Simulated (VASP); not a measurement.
The input files of a VASP run:

INCAR:
```
ALGO  =  Normal
EDIFF  =  1E-7
EDIFFG  =  -0.01
ENCUT  =  480
IBRION  =  2
ISIF  =  3
ISMEAR  =  1
LASPH  =  .TRUE.
LCHARG  =  .FALSE.
LMAXMIX  =  4
LMIXTAU  =  .TRUE.
LREAL  =  .FALSE.
LWAVE  =  .FALSE.
METAGGA  =  R2SCAN
NELM  =  100
NSW  =  40
PREC  =  Accurate
PSTRESS  =  10
SIGMA  =  0.1
SYSTEM  =  Ru
```

POSCAR:
```
Ru
1
    1.3530433997    -2.3435400686     0.0000000000
    1.3530433997     2.3435400686    -0.0000000000
    0.0000000000     0.0000000000     4.2615056747
Ru
2
Direct
  0.3333330000   0.6666670000   0.2500000000
  0.6666670000   0.3333330000   0.7500000000
```

### KPOINTS
```
kpoints
0
G
 14 14 8
```

POTCAR, in this order: Ru_pv (PBE.64 set). Program: vasp_std.

Task: Write an equivalent input for Ansatz.

Result: One equivalent input (not run):
Ansatz 0.2 input:
```yaml
crystal:
  lattice:
    - [1.3530434, -2.3435401, 0.0000000]
    - [1.3530434, 2.3435401, 0.0000000]
    - [0.0000000, 0.0000000, 4.2615057]
  atoms:
    - { symbol: Ru, position: [0.3333330, 0.6666670, 0.2500000] }
    - { symbol: Ru, position: [0.6666670, 0.3333330, 0.7500000] }
kpoints:
  mp_grid: { grid: [14, 14, 8] }
hamiltonian:
  xc: r2scan
  pseudopotentials: { kind: paw }
scf:
  occupations: { method: methfessel_paxton, width: 0.1 }
  max_iter: 100
relax:
  max_steps: 40
  f_tol: 0.01
  cell: { p_target: 1 }
output: { forces: true, stress: true, eigenvalues: true }
```
What does not carry over: each code has its own PAW files, so the cut-off isn't converted (ENCUT is set for VASP's; basis.ecutwfc is left out, and Ansatz then takes the one that its files recommend); Ansatz stops its SCF on the density residual and VASP on the energy change (EDIFF).

The compound is Ru in the hcp structure. It was relaxed first under an external pressure of 1 GPa.
